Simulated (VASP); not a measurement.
Output of a VASP run:

### OSZICAR
```
...
       N       E                     dE             d eps       ncg     rms          rms(c)
DAV:   1    -0.158943698344E+02   -0.98632E-01   -0.27922E+00  2220   0.142E+01    0.127E+00
DAV:   2    -0.158476852670E+02    0.46685E-01   -0.13020E-01  2260   0.414E+00    0.779E-01
DAV:   3    -0.158251146498E+02    0.22571E-01   -0.55531E-02  2656   0.304E+00    0.141E-01
DAV:   4    -0.158254488614E+02   -0.33421E-03   -0.99456E-03  2046   0.916E-01    0.552E-02
DAV:   5    -0.158253958503E+02    0.53011E-04   -0.32175E-04  3180   0.252E-01    0.168E-02
DAV:   6    -0.158253896041E+02    0.62461E-05   -0.57891E-05  2614   0.792E-02    0.494E-03
DAV:   7    -0.158253893019E+02    0.30225E-06   -0.30722E-06  1640   0.175E-02
   9 F= -.57396524E+00 E0= -.57360816E+00  d E =-.940601E-02
       N       E                     dE             d eps       ncg     rms          rms(c)
DAV:   1    -0.158247654796E+02    0.62412E-03   -0.24740E-02  2232   0.133E+00    0.121E-01
DAV:   2    -0.158243253440E+02    0.44014E-03   -0.12039E-03  2588   0.442E-01    0.740E-02
DAV:   3    -0.158241210874E+02    0.20426E-03   -0.49331E-04  2722   0.269E-01    0.141E-02
DAV:   4    -0.158241237953E+02   -0.27079E-05   -0.91037E-05  2082   0.887E-02    0.512E-03
DAV:   5    -0.158241233440E+02    0.45129E-06   -0.18002E-06  1486   0.216E-02
  10 F= -.57400874E+00 E0= -.57378544E+00  d E =-.944952E-02
       N       E                     dE             d eps       ncg     rms          rms(c)
DAV:   1    -0.158245295935E+02   -0.40580E-03   -0.17939E-03  2232   0.357E-01    0.324E-02
DAV:   2    -0.158244981754E+02    0.31418E-04   -0.89179E-05  2644   0.122E-01    0.198E-02
DAV:   3    -0.158244835267E+02    0.14649E-04   -0.35973E-05  2668   0.729E-02    0.382E-03
DAV:   4    -0.158244837787E+02   -0.25201E-06   -0.70866E-06  1992   0.255E-02
  11 F= -.57401501E+00 E0= -.57375645E+00  d E =-.945578E-02
       N       E                     dE             d eps       ncg     rms          rms(c)
DAV:   1    -0.159178403746E+02   -0.93357E-01   -0.29331E-01  2238   0.961E+00    0.538E-01
DAV:   2    -0.159091035190E+02    0.87369E-02   -0.16772E-02  2196   0.247E+00    0.227E-01
DAV:   3    -0.159073665094E+02    0.17370E-02   -0.74280E-03  2548   0.150E+00    0.253E-02
DAV:   4    -0.159073695016E+02   -0.29923E-05   -0.38440E-04  2274   0.212E-01    0.117E-02
DAV:   5    -0.159073735466E+02   -0.40449E-05   -0.30746E-05  2412   0.957E-02    0.109E-02
DAV:   6    -0.159073732185E+02    0.32806E-06   -0.10958E-05  1676   0.219E-02    0.191E-03
DAV:   7    -0.159073726856E+02    0.53297E-06   -0.21565E-06  1508   0.136E-02
  12 F= -.57343143E+00 E0= -.57319912E+00  d E =0.583577E-03
       N       E                     dE             d eps       ncg     rms          rms(c)
DAV:   1    -0.158532571359E+02    0.54116E-01   -0.15179E-01  2232   0.685E+00    0.390E-01
DAV:   2    -0.158486735685E+02    0.45836E-02   -0.87785E-03  2196   0.180E+00    0.164E-01
DAV:   3    -0.158477804778E+02    0.89309E-03   -0.38202E-03  2564   0.108E+00    0.181E-02
DAV:   4    -0.158477907088E+02   -0.10231E-04   -0.18896E-04  2244   0.148E-01    0.840E-03
DAV:   5    -0.158477952951E+02   -0.45863E-05   -0.14474E-05  2426   0.653E-02    0.760E-03
DAV:   6    -0.158477997531E+02   -0.44580E-05   -0.53406E-06  1696   0.149E-02    0.155E-03
DAV:   7    -0.158478002628E+02   -0.50978E-06   -0.12570E-06  1114   0.122E-02
  13 F= -.57412236E+00 E0= -.57387077E+00  d E =-.107356E-03
```

File OUTCAR:
```
------------------------ aborting loop because EDIFF is reached ----------------------------------------
  FORCE on cell =-STRESS in cart. coord.  units (eV):
  Direction    XX          YY          ZZ          XY          YZ          ZX
  --------------------------------------------------------------------------------------
  Total       15.2722290     15.2720018     15.2795339     -0.0000000      0.0000000      0.0000000
  in kB      449.9573117    449.9506187    450.1725306     -0.0000003      0.0000000      0.0000000
  external PRESSURE =       0.0268203 kB  Pullay stress =     450.0000000 kB
  volume of cell :       54.38
      direct lattice vectors                 reciprocal lattice vectors
     3.274591169 -0.000000001  0.000000000     0.305381633  0.176313480 -0.000000000
    -1.637295585  2.835858048  0.000000000     0.000000000  0.352626959 -0.000000000
    -0.000000000  0.000000000  5.855987246    -0.000000000 -0.000000000  0.170765399
 POSITION                                       TOTAL-FORCE (eV/Angst)
 -----------------------------------------------------------------------------------
      0.00000     -0.00000      0.00000        -0.000000      0.000000      0.000000
     -0.00000      0.00000      2.92799        -0.000000      0.000000      0.000000
     -0.00000      1.89057      1.46400        -0.000000      0.000000     -0.000000
      1.63730      0.94529      4.39199         0.000000     -0.000000     -0.000000
 -----------------------------------------------------------------------------------
    total drift:                               -0.000000      0.000000      0.000000
  FREE ENERGIE OF THE ION-ELECTRON SYSTEM (eV)
  ---------------------------------------------------
  free  energy   TOTEN  =       -15.8478002628 eV

  energy  without entropy=      -15.8470454911  energy(sigma->0) =      -15.84754867
  enthalpy is  TOTEN    =        -0.5741223608 eV   P V=       15.2736779020

 reached required accuracy - stopping structural energy minimisation
```
(Selected blocks of OUTCAR.)

File POSCAR:
```
BBi
1
    3.3833078449    -0.0000000005    -0.0000000000
   -1.6916539230     2.9300201504     0.0000000000
   -0.0000000000     0.0000000000     5.8654075850
B Bi
2 2
Direct
  0.0000000000   0.0000000000   0.0000000000
  0.0000000000   0.0000000000   0.5000000000
  0.3333330000   0.6666670000   0.2500000000
  0.6666670000   0.3333330000   0.7500000000
```

Q: Write an INCAR and KPOINTS that could have produced this output.

A: This is not unique; one that fits is the input of the run itself, PBEsol GGA, plane waves, VASP's PBE PAW potentials (set 64).

**KPOINTS**
```
K-points
0
G
10 10 5
```

### INCAR
```
SYSTEM  =  BBi
PREC  =  Accurate; ENCUT  =  620; LREAL  =  F
LASPH  =  T
EDIFF  =  1E-6; NELM  =  100; ALGO  =  Normal
LMAXMIX  =  4
ISMEAR  =  1; SIGMA  =  0.1
GGA  =  PS
IBRION  =  2; NSW  =  40; ISIF  =  3
EDIFFG  =  -0.02; PSTRESS  =  450
LWAVE  =  F; LCHARG  =  F
```

POTCAR, in this order: B Bi_d (PBE.64 set). Program: vasp_std.

Energy and stress use the plane-wave basis of the starting cell.

The structure was generated: BBi was put into the NiAs type type (P6_3/mmc), which need not be its known phase. This run relaxes it under an external pressure of 45 GPa. Symmetry was kept, so distortions that lower it aren't found.
